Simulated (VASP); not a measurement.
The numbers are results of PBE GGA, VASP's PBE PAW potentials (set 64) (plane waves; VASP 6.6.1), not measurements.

VASP ran on this input.

**KPOINTS**
```
Automatic mesh
0
Gamma
6 6 6
```

File POSCAR:
```
BaTiO3
1.0
  3.9514090433   0.0000000000   0.0000000000
  0.0000000000   3.9514090433   0.0000000000
  0.0000000000   0.0000000000   3.9514090433
Ba Ti O
1 1 3
direct
  0.0000000000   0.0000000000   0.0000000000
  0.5000000000   0.5000000000   0.5000000000
  0.5000000000   0.0000000000   0.5000000000
  0.0000000000   0.5000000000   0.5000000000
  0.5000000000   0.5000000000   0.0000000000
```

### INCAR
```
ALGO  =  Normal
EDIFF  =  1E-7
ENCUT  =  520
GGA  =  PE
ISIF  =  2
ISMEAR  =  0
LASPH  =  .TRUE.
LCHARG  =  .FALSE.
LMAXMIX  =  4
LREAL  =  .FALSE.
LWAVE  =  .FALSE.
NELM  =  100
PREC  =  Accurate
SIGMA  =  0.05
SYSTEM  =  BaTiO3
```

POTCAR, in this order: Ba_sv Ti_sv O (PBE.64 set). Program: vasp_std.

Output

File OSZICAR:
```
       N       E                     dE             d eps       ncg     rms          rms(c)
DAV:   1     0.453355745909E+03    0.45336E+03   -0.21378E+04   960   0.182E+03
DAV:   2    -0.380007481976E+00   -0.45374E+03   -0.44691E+03  1192   0.492E+02
DAV:   3    -0.489388103459E+02   -0.48559E+02   -0.48443E+02  1464   0.148E+02
DAV:   4    -0.506353855552E+02   -0.16966E+01   -0.16959E+01  1328   0.262E+01
DAV:   5    -0.507008332898E+02   -0.65448E-01   -0.65446E-01  1360   0.371E+00    0.244E+01
DAV:   6    -0.399081456726E+02    0.10793E+02   -0.72254E+01  1416   0.790E+01    0.102E+01
DAV:   7    -0.399566538984E+02   -0.48508E-01   -0.10334E+01  1200   0.238E+01    0.672E+00
DAV:   8    -0.398490672887E+02    0.10759E+00   -0.12807E+00  1288   0.112E+01    0.244E+00
DAV:   9    -0.398575817157E+02   -0.85144E-02   -0.21225E-01  1224   0.355E+00    0.978E-01
DAV:  10    -0.398543825227E+02    0.31992E-02   -0.82772E-02  1336   0.234E+00    0.654E-01
DAV:  11    -0.398500417599E+02    0.43408E-02   -0.38701E-02  1360   0.153E+00    0.162E-01
DAV:  12    -0.398496285430E+02    0.41322E-03   -0.44518E-03  1136   0.641E-01    0.711E-02
DAV:  13    -0.398496542890E+02   -0.25746E-04   -0.17933E-04  1376   0.124E-01    0.507E-02
DAV:  14    -0.398496225509E+02    0.31738E-04   -0.99895E-05  1352   0.664E-02    0.176E-02
DAV:  15    -0.398496219601E+02    0.59082E-06   -0.40006E-06  1280   0.135E-02    0.163E-02
DAV:  16    -0.398496188161E+02    0.31440E-05   -0.11352E-05  1280   0.279E-02    0.338E-03
DAV:  17    -0.398496188160E+02    0.97316E-10   -0.40391E-07  1016   0.464E-03
   1 F= -.39849619E+02 E0= -.39849619E+02  d E =-.164450E-19
```

File OUTCAR:
```
------------------------ aborting loop because EDIFF is reached ----------------------------------------
  FORCE on cell =-STRESS in cart. coord.  units (eV):
  Direction    XX          YY          ZZ          XY          YZ          ZX
  --------------------------------------------------------------------------------------
  Total        4.3940318      4.3940318      4.3940318      0.0000000      0.0000000     -0.0000000
  in kB      114.1084518    114.1084518    114.1084518      0.0000000      0.0000000     -0.0000000
  external PRESSURE =     114.1084518 kB  Pullay stress =       0.0000000 kB
  volume of cell :       61.70
      direct lattice vectors                 reciprocal lattice vectors
     3.951409043  0.000000000  0.000000000     0.253074280  0.000000000  0.000000000
     0.000000000  3.951409043  0.000000000     0.000000000  0.253074280  0.000000000
     0.000000000  0.000000000  3.951409043     0.000000000  0.000000000  0.253074280
 POSITION                                       TOTAL-FORCE (eV/Angst)
 -----------------------------------------------------------------------------------
      0.00000      0.00000      0.00000         0.000000      0.000000      0.000000
      1.97570      1.97570      1.97570         0.000000      0.000000      0.000000
      1.97570      0.00000      1.97570         0.000000      0.000000      0.000000
      0.00000      1.97570      1.97570         0.000000      0.000000      0.000000
      1.97570      1.97570      0.00000         0.000000      0.000000      0.000000
 -----------------------------------------------------------------------------------
    total drift:                                0.000000      0.000000     -0.000000
  FREE ENERGIE OF THE ION-ELECTRON SYSTEM (eV)
  ---------------------------------------------------
  free  energy   TOTEN  =       -39.8496188160 eV

  energy  without entropy=      -39.8496188160  energy(sigma->0) =      -39.84961882
```
(Selected blocks of OUTCAR.)

The compound is BaTiO3 in the cubic perovskite structure, the ideal cubic form; the compound distorts at low or room temperature. This cell is one point of a volume scan, at 0.94 of the reference volume.
